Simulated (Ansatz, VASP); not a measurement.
# Y in two plane-wave programs, part 2 of 2

Wanted: the spread between two codes on one cell, functional and k mesh. The cell is taken from a series of runs on this material, whose earlier steps may have relaxed, scaled, displaced or heated it; both programs get it as it stands.

VASP 6.6.1 and Ansatz 0.2.0.

So far: The starting structure; Ansatz: zone-centre phonons, LDA, pair 1; VASP: zone-centre phonons, LDA, pair 1; Comparison.

### 5. VASP: zone-centre phonons, LDA, pair 2

Level of this step: LDA; plane waves and PAW (Y_sv) (VASP).

Second derivatives magnify differences that forces hide, and they need a tight electronic threshold. The cell compared in this pair holds 57.44 Å³, against 56.24 Å³ for the pair before.

The input, INCAR:

```
SYSTEM = Y
PREC = Accurate
ENCUT = 500
EDIFF = 1E-08
NELM = 120
ISMEAR = 1
SIGMA = 0.2
LREAL = .FALSE.
ALGO = Normal
GGA = CA
NBANDS = 17
LASPH = .TRUE.
LORBIT = 11
LWAVE = .FALSE.
LCHARG = .FALSE.
ISIF = 2
IBRION = 8
GGA_COMPAT = .FALSE.
KPAR = 2
```

The input, POSCAR:

```
Y
1.0
    3.4901726401      0.0000000000      0.0000000000
   -1.7450863201      3.0225781699      0.0000000000
    0.0000000000      0.0000000000      5.4445298282
Y
2
Direct
    0.3333333333      0.6666666667      0.2500000000
    0.6666666667      0.3333333333      0.7500000000
```

The input, KPOINTS:

```
Automatic mesh
0
Gamma
15 15 8
0 0 0
```

The projector-augmented-wave data sets are Y_sv (LDA family, release 64).

Command:

```console
> mpirun -np 2 vasp_std
```

Numbers of over 12 decimals in the logs are rounded to 6 here.

Output:

```text
[... set-up lines as in an earlier step ...]
 entering main loop
       N       E                     dE             d eps       ncg     rms          rms(c)
DAV:   1     0.864903247088E+02    0.86490E+02   -0.11313E+04  4590   0.121E+03
DAV:   2    -0.722803870043E+01   -0.93718E+02   -0.92342E+02  5760   0.264E+02
DAV:   3    -0.140449481392E+02   -0.68169E+01   -0.67301E+01  7940   0.440E+01
DAV:   4    -0.142142371250E+02   -0.16929E+00   -0.16919E+00  5623   0.702E+00
[...]
DAV:  12    -0.138815515983E+02    0.26171E-06   -0.41790E-06  5470   0.178E-02    0.634E-03
DAV:  13    -0.138815515335E+02    0.64876E-07   -0.19841E-07  6104   0.372E-03    0.113E-03
DAV:  14    -0.138815515340E+02   -0.50250E-09   -0.95808E-09  3930   0.727E-04
   1 F= -.13881552E+02 E0= -.13881265E+02  d E =-.860351E-03
 Linear response reoptimize wavefunctions to high precision
DAV:   1    -0.138815515346E+02   -0.65029E-09   -0.24823E-09  4285   0.340E-04
DAV:   2    -0.138815515346E+02   -0.14552E-10   -0.20960E-10  3247   0.104E-04
 Linear response DOF=           2
 Linear response progress:
[...]
RMM:  16    -0.246660928785E+00    0.13820E-06   -0.45850E-06 48671   0.130E-03    0.309E-04
RMM:  17    -0.246660973201E+00   -0.44416E-07   -0.31463E-06 48180   0.117E-03    0.352E-04
RMM:  18    -0.246660688877E+00    0.28432E-06   -0.20733E-06 47531   0.107E-03    0.312E-04
 first order change of Fermi-energy   0.17404E-04
 force on displaced ion       1 direction 1 :  -1.272   0.000   0.000
 Linear response progress:
  Degree of freedom:   2/  2
       N       E                     dE             d eps       ncg     rms          rms(c)
RMM:   1    -0.305097486994E+00   -0.30510E+00    0.41948E+00  7661   0.107E+01
RMM:   2    -0.295491309114E+00    0.96062E-02   -0.20018E-01 11242   0.195E+00    0.406E-01
RMM:   3    -0.297915395638E+00   -0.24241E-02   -0.13707E-02 12417   0.578E-01    0.179E-01
RMM:   4    -0.298713698985E+00   -0.79830E-03   -0.22309E-03 14653   0.226E-01    0.257E-02
[...]
RMM:  16    -0.298327832837E+00   -0.14281E-07    0.84230E-07 16025   0.907E-04    0.199E-04
RMM:  17    -0.298327845795E+00   -0.12958E-07    0.79035E-07 15775   0.833E-04    0.220E-04
RMM:  18    -0.298327527951E+00    0.31784E-06    0.59335E-07 15740   0.782E-04    0.193E-04
 first order change of Fermi-energy   0.37414E-04
 force on displaced ion       1 direction 3 :   0.000  -0.000  -3.988
 Linear response finished
```

Parts of OUTCAR (step 5):

```text
  Total        0.6250838      0.6250838      0.6367715     -0.0000000      0.0000000      0.0000000
  in kB       17.4366891     17.4366891     17.7627170     -0.0000000      0.0000000      0.0000000
  external PRESSURE =      17.5453651 kB  Pullay stress =       0.0000000 kB

 POSITION                                       TOTAL-FORCE (eV/Angst)
 -----------------------------------------------------------------------------------
     -0.00000      2.01505      1.36113        -0.000000      0.000000      0.000000
      1.74509      1.00753      4.08340         0.000000     -0.000000      0.000000
 -----------------------------------------------------------------------------------
    total drift:                                0.000000     -0.000000      0.000000

[... 1 part as in an earlier step ...]

[... 1 further part left out ...]
```

### 6. Ansatz: zone-centre phonons, LDA, pair 2

The same cell, functional (in two slightly different forms), mesh and smearing now go to Ansatz, which takes its cutoff from its data sets.

The cell is taken from a series of runs on this material, whose earlier steps may have relaxed, scaled, displaced or heated it; both programs get it as it stands.

The input, input.yaml:

```yaml
crystal:
  lattice:
    - [3.4901726401, 0.0, 0.0]
    - [-1.7450863201, 3.0225781699, 0.0]
    - [0.0, 0.0, 5.4445298282]
  atoms:
    - { symbol: "Y", position: [0.3333333333, 0.6666666667, 0.25] }
    - { symbol: "Y", position: [0.6666666667, 0.3333333333, 0.75] }
kpoints:
  mp_grid: { grid: [15, 15, 8] }
hamiltonian:
  xc: lda
  pseudopotentials: { kind: paw, azcp: { folder: soft_1 }, xc_functional: pbe }
scf:
  occupations: { method: methfessel_paxton, width: 0.2 }
output:
  eigenvalues: true
phonons:
  method: dfpt
```

Command:

```console
> ansatz run input.yaml --threads 4 --pin off --max-ram 10240MiB --backend cpu --events-out ev --progress --plain --runs-dir out
```

Output:

```text
[...]
Crystal: 2 atoms, lattice volume = 57.436 Å³
Basis set: ecut = 420 eV, 1105 PW (Γ), exchange–correlation on 48×48×80 points (8 copies of the dense FFT grid, shifted against one another)
Bands: 15, of which v1, the nominal top of the filled ones, is band 11 counted from 1 (10 counted from 0)
Symmetry: 24 space group operations
k-points: 320 of 1800 (irreducible under 4 space group operations, time reversal used)
[...]
k-point 1: bands = [... 7 lower, -11.1343, 6.0243, 8.6190, 12.0276, 12.4512, 12.4512, 12.8222, 13.1414]
  k-point 2: bands = [... 7 lower, -11.1724, 6.3700, 8.4615, 11.7173, 12.3476, 12.3476, 12.5119, 12.8913]
  k-point 319: bands = [... 7 lower, -11.2703, 9.3200, 9.3200, 10.9104, 10.9104, 11.5413, 11.5413, 13.4394]
[...]
ASR residual: 4.839e-5 → 0.000e0 eV/Å²; symmetrization residual: 1.672e-10 eV/Å²
  ASR residual per site (eV/Å²): 4.84e-5 4.84e-5
  Γ frequencies (cm⁻¹): 0.00 0.00 0.00 88.14 88.14 157.46
[...]
[key lines of the parts left out:]
SCF converged after 8 iterations
Free energy (F): -7491.137514 eV
Fermi energy:    10.736745 eV
```

### 7. Side by side

Both answers:

| quantity | Ansatz | VASP | difference |
| --- | --- | --- | --- |
| optical mode 1 to 2 (cm⁻¹) | 88.1 | 88.2 | -0.08 % |
| optical mode 3 (cm⁻¹) | 157.5 | 156.2 | +0.81 % |

Modes are paired by rising frequency, not by their patterns, so a pair may set unlike modes beside each other; they are those without the splitting of longitudinal modes.

### 8. What came out

| Quantity | Value |
| --- | --- |
| r.m.s. difference of the optical zone-centre modes, each program's sorted by frequency (zone-centre phonons, LDA, pair 1) | 0.79 cm⁻¹ |
| difference in optical mode 3 (zone-centre phonons, LDA, pair 1) | +0.9 % |
| r.m.s. difference of the optical zone-centre modes, each program's sorted by frequency (zone-centre phonons, LDA, pair 2) | 0.74 cm⁻¹ |
| difference in optical mode 3 (zone-centre phonons, LDA, pair 2) | +0.8 % |

In words: The r.m.s. difference of the optical zone-centre modes, each program's sorted by frequency is 0.79 cm⁻¹ (zone-centre phonons, LDA, pair 1). Among the rows given in per cent, the largest difference of the zone-centre phonons, LDA, pair 1 pair is in optical mode 3, +0.9 %. Among the rows given in per cent, the largest difference of the zone-centre phonons, LDA, pair 2 pair is in optical mode 3, +0.8 %. How closely two codes agree says nothing of how well the functional describes the real material.

[Lines on the potential files, build, host, timing and source positions are cut from VASP's logs without a mark.]

[Logs are printed without paths, hosts, clocks, repeated set-up lines and the standing remarks that a program may print on its own settings, such as how far it seeks lower states.]

[Hosts, paths, dates, database ids (printed as entryN), source tags and the programs' standing remarks are cut or masked in the printed files.]
